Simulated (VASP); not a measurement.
Output of a VASP run:

**OUTCAR**
```
 ion  position               nearest neighbor table
   1  0.000  0.000  0.000-   2 2.73   2 2.73   2 2.73   2 2.73   2 2.73   2 2.73   2 2.73   2 2.73
  LATTYP: Found a simple tetragonal cell.
 ALAT       =     2.7069826452
 C/A-ratio  =     1.4416233280
 Subroutine PRICEL returns:
 Original cell was already a primitive cell.
 Subroutine GETGRP returns: Found 16 space group operations
The static configuration has the point symmetry D_4h.
The dynamic configuration has the point symmetry D_4h.
 Subroutine INISYM returns: Found 16 space group operations
 Subroutine IBZKPT returns following result:
 Found    140 irreducible k-points:

 Following reciprocal coordinates:
            Coordinates               Weight
  0.000000  0.000000  0.000000      1.000000
  0.076923  0.000000  0.000000      4.000000
  0.153846  0.000000  0.000000      4.000000
  0.230769  0.000000  0.000000      4.000000
  0.307692  0.000000  0.000000      4.000000
  0.384615  0.000000  0.000000      4.000000
  0.461538  0.000000  0.000000      4.000000
  0.076923  0.076923  0.000000      4.000000
  0.153846  0.076923  0.000000      8.000000
  0.230769  0.076923  0.000000      8.000000
  0.307692  0.076923  0.000000      8.000000
  0.384615  0.076923  0.000000      8.000000
  0.461538  0.076923  0.000000      8.000000
  0.153846  0.153846  0.000000      4.000000
  0.230769  0.153846  0.000000      8.000000
  0.307692  0.153846  0.000000      8.000000
  0.384615  0.153846  0.000000      8.000000
  0.461538  0.153846  0.000000      8.000000
  0.230769  0.230769  0.000000      4.000000
  0.307692  0.230769  0.000000      8.000000
  0.384615  0.230769  0.000000      8.000000
  0.461538  0.230769  0.000000      8.000000
  0.307692  0.307692  0.000000      4.000000
  0.384615  0.307692  0.000000      8.000000
  0.461538  0.307692  0.000000      8.000000
  0.384615  0.384615  0.000000      4.000000
  0.461538  0.384615  0.000000      8.000000
  0.461538  0.461538  0.000000      4.000000
  0.000000  0.000000  0.111111      2.000000
  0.076923  0.000000  0.111111      8.000000
  0.153846  0.000000  0.111111      8.000000
  0.230769  0.000000  0.111111      8.000000
  0.307692  0.000000  0.111111      8.000000
  0.384615  0.000000  0.111111      8.000000
  0.461538  0.000000  0.111111      8.000000
  0.076923  0.076923  0.111111      8.000000
  0.153846  0.076923  0.111111     16.000000
  0.230769  0.076923  0.111111     16.000000
  0.307692  0.076923  0.111111     16.000000
  0.384615  0.076923  0.111111     16.000000
   k-points           NKPTS =    140   k-points in BZ     NKDIM =    140   number of bands    NBANDS=     11
   number of dos      NEDOS =    301   number of ions     NIONS =      2
   total plane-waves  NPLWV =  11200
   dimension x,y,z NGX =    20 NGY =   20 NGZ =   28
   dimension x,y,z NGXF=    40 NGYF=   40 NGZF=   56
   ions per type =               1   1
   PREC   = accura    normal or accurate (medium, high low for compatibility)
   ISTART =      0    job   : 0-new  1-cont  2-samecut
   ICHARG =      2    charge: 1-file 2-atom 10-const
   ISPIN  =      1    spin polarized calculation?
   LNONCOLLINEAR =      F non collinear calculations
   LSORBIT =      F    spin-orbit coupling
   INIWAV =      1    electr: 0-lowe 1-rand  2-diag
   ENCUT  =  500.0 eV  36.75 Ry    6.06 a.u.   4.94  4.94  7.12*2*pi/ulx,y,z
   NELM   =    100;   NELMIN=  2; NELMDL= -5     # of ELM steps
   EDIFF  = 0.1E-05   stopping-criterion for ELM
   LREAL  =      F    real-space projection
   NLSPLINE    = F    spline interpolate recip. space projectors
   LMAXMIX     =    4 max onsite mixed and CHGCAR
   VOSKOWN=      0    Vosko Wilk Nusair interpolation
   EDIFFG = -.2E-01   stopping-criterion for IOM
   NSW    =     40    number of steps for IOM
   NBLOCK =      1;   KBLOCK =     40    inner block; outer block
   IBRION =      2    ionic relax: 0-MD 1-quasi-New 2-CG
...
```

File OSZICAR:
```
...
DAV:  11    -0.135230201195E+02    0.22074E-05   -0.33582E-04  3909   0.220E-01    0.407E-02
DAV:  12    -0.135230205763E+02   -0.45688E-06   -0.26986E-05  3460   0.630E-02    0.117E-02
DAV:  13    -0.135230196079E+02    0.96839E-06   -0.10352E-06  2301   0.139E-02
   1 F= -.99533532E+01 E0= -.99529654E+01  d E =-.995335E+01
       N       E                     dE             d eps       ncg     rms          rms(c)
DAV:   1    -0.164817432400E+02   -0.29587E+01   -0.75091E+01  3347   0.133E+02    0.164E+01
DAV:   2    -0.131670397744E+02    0.33147E+01   -0.16796E+01  3406   0.603E+01    0.377E+00
DAV:   3    -0.129328524858E+02    0.23419E+00   -0.15841E+00  4008   0.116E+01    0.130E+00
DAV:   4    -0.129584621995E+02   -0.25610E-01   -0.44014E-01  3687   0.555E+00    0.976E-01
DAV:   5    -0.129943643931E+02   -0.35902E-01   -0.49263E-02  3921   0.218E+00    0.468E-01
DAV:   6    -0.130225476228E+02   -0.28183E-01   -0.55141E-02  4801   0.134E+00    0.197E-01
DAV:   7    -0.130254013601E+02   -0.28537E-02   -0.39886E-03  3406   0.598E-01    0.779E-02
DAV:   8    -0.130258971231E+02   -0.49576E-03   -0.16977E-03  4645   0.235E-01    0.471E-02
DAV:   9    -0.130260059540E+02   -0.10883E-03   -0.27558E-04  3441   0.159E-01    0.288E-02
DAV:  10    -0.130260078345E+02   -0.18805E-05   -0.53330E-05  3455   0.683E-02    0.470E-03
DAV:  11    -0.130260090265E+02   -0.11920E-05   -0.24751E-06  2934   0.136E-02    0.194E-03
DAV:  12    -0.130260090821E+02   -0.55682E-07   -0.80961E-07  1919   0.508E-03
   2 F= -.99008151E+01 E0= -.99007003E+01  d E =0.525382E-01
       N       E                     dE             d eps       ncg     rms          rms(c)
DAV:   1    -0.147800387538E+02   -0.17540E+01   -0.27956E+01  3470   0.870E+01    0.115E+01
DAV:   2    -0.135410084731E+02    0.12390E+01   -0.12154E+01  3758   0.446E+01    0.254E+00
DAV:   3    -0.133245785304E+02    0.21643E+00   -0.12661E+00  3640   0.118E+01    0.531E-01
DAV:   4    -0.133479978063E+02   -0.23419E-01   -0.14135E-01  3634   0.263E+00    0.584E-01
DAV:   5    -0.133768946321E+02   -0.28897E-01   -0.48433E-02  4223   0.163E+00    0.478E-01
DAV:   6    -0.133830538139E+02   -0.61592E-02   -0.23206E-02  4290   0.135E+00    0.126E-01
DAV:   7    -0.133838079599E+02   -0.75415E-03   -0.19720E-03  3813   0.473E-01    0.476E-02
DAV:   8    -0.133838850738E+02   -0.77114E-04   -0.31920E-04  4296   0.137E-01    0.269E-02
DAV:   9    -0.133839051186E+02   -0.20045E-04   -0.10003E-04  4008   0.937E-02    0.127E-02
DAV:  10    -0.133839061068E+02   -0.98811E-06   -0.10531E-05  3244   0.347E-02    0.288E-03
DAV:  11    -0.133839063115E+02   -0.20472E-06   -0.43969E-07  1718   0.787E-03
   3 F= -.10003848E+02 E0= -.10003485E+02  d E =-.504951E-01
       N       E                     dE             d eps       ncg     rms          rms(c)
DAV:   1    -0.133804734658E+02    0.34326E-02   -0.54203E-03  3370   0.117E+00    0.152E-01
DAV:   2    -0.133802350123E+02    0.23845E-03   -0.19706E-03  3504   0.584E-01    0.367E-02
DAV:   3    -0.133801956830E+02    0.39329E-04   -0.22261E-04  3502   0.157E-01    0.110E-02
DAV:   4    -0.133801981511E+02   -0.24680E-05   -0.34318E-05  3480   0.480E-02    0.805E-03
DAV:   5    -0.133802019997E+02   -0.38487E-05   -0.53288E-06  3782   0.166E-02    0.489E-03
DAV:   6    -0.133802040164E+02   -0.20167E-05   -0.48179E-06  3822   0.118E-02    0.260E-03
DAV:   7    -0.133802042168E+02   -0.20040E-06   -0.32155E-07  1618   0.553E-03
   4 F= -.10003868E+02 E0= -.10003507E+02  d E =-.505150E-01
```

OUTCAR:
```
------------------------ aborting loop because EDIFF is reached ----------------------------------------
  FORCE on cell =-STRESS in cart. coord.  units (eV):
  Direction    XX          YY          ZZ          XY          YZ          ZX
  --------------------------------------------------------------------------------------
  Total        3.3671679      3.3671679      3.3904121      0.0000000      0.0000000      0.0000000
  in kB      199.4569225    199.4569225    200.8338099      0.0000000      0.0000000      0.0000000
  external PRESSURE =      -0.0841150 kB  Pullay stress =     200.0000000 kB
  volume of cell :       27.05
      direct lattice vectors                 reciprocal lattice vectors
     2.656816895  0.000000000  0.000000000     0.376390259  0.000000000  0.000000000
     0.000000000  2.656816895 -0.000000000     0.000000000  0.376390259  0.000000000
     0.000000000 -0.000000000  3.831801416     0.000000000  0.000000000  0.260973858
 POSITION                                       TOTAL-FORCE (eV/Angst)
 -----------------------------------------------------------------------------------
      0.00000      0.00000      0.00000         0.000000      0.000000      0.000000
      1.32841      1.32841      1.91590         0.000000     -0.000000      0.000000
 -----------------------------------------------------------------------------------
    total drift:                               -0.000000      0.000000     -0.000000
  FREE ENERGIE OF THE ION-ELECTRON SYSTEM (eV)
  ---------------------------------------------------
  free  energy   TOTEN  =       -13.3802042168 eV

  energy  without entropy=      -13.3791201566  energy(sigma->0) =      -13.37984286
  enthalpy is  TOTEN    =       -10.0038682467 eV   P V=        3.3763359701

 reached required accuracy - stopping structural energy minimisation
```
(Selected blocks of OUTCAR.)

### POSCAR
```
TiAl
1
    2.7069826452     0.0000000000     0.0000000000
    0.0000000000     2.7069826452     0.0000000000
    0.0000000000     0.0000000000     3.9024493298
Ti Al
1 1
Direct
  0.0000000000   0.0000000000   0.0000000000
  0.5000000000   0.5000000000   0.5000000000
```

Problem. Reconstruct the remaining input files.

Solution. One answer among several that fit: the input of the run itself, LDA (Ceperley-Alder, Perdew-Zunger), plane waves, VASP's LDA PAW potentials (set 64).

**INCAR**
```
EDIFFG  =  -0.02
ISIF  =  3   # ions, shape and volume
LREAL  =  .False.   # projection in real space or not
ALGO  =  Normal   # blocked Davidson
NELM  =  100
SYSTEM  =  TiAl
LMAXMIX  =  4   # l cut-off of mixed one-centre charges
LASPH  =  .True.   # aspherical one-centre terms
SIGMA  =  0.1   # width (eV)
LCHARG  =  .False.
IBRION  =  2   # conjugate gradients
LWAVE  =  .False.
PREC  =  Accurate
ENCUT  =  500   # plane-wave cut-off (eV)
PSTRESS  =  200   # kbar
ISMEAR  =  1   # Methfessel-Paxton
EDIFF  =  1E-6   # SCF stop (eV)
NSW  =  40
```

File KPOINTS:
```
kpoints
0
gamma
  13 13 9
```

POTCAR, in this order: Ti_sv Al (LDA.64 set). Program: vasp_std.

Energy and stress use the plane-wave basis of the starting cell.

The compound is TiAl in the L1_0 structure. This run relaxes it under an external pressure of 20 GPa. Symmetry was kept, so distortions that lower it aren't found. The electron count is odd and the run is not spin-polarised, which forces a metal.
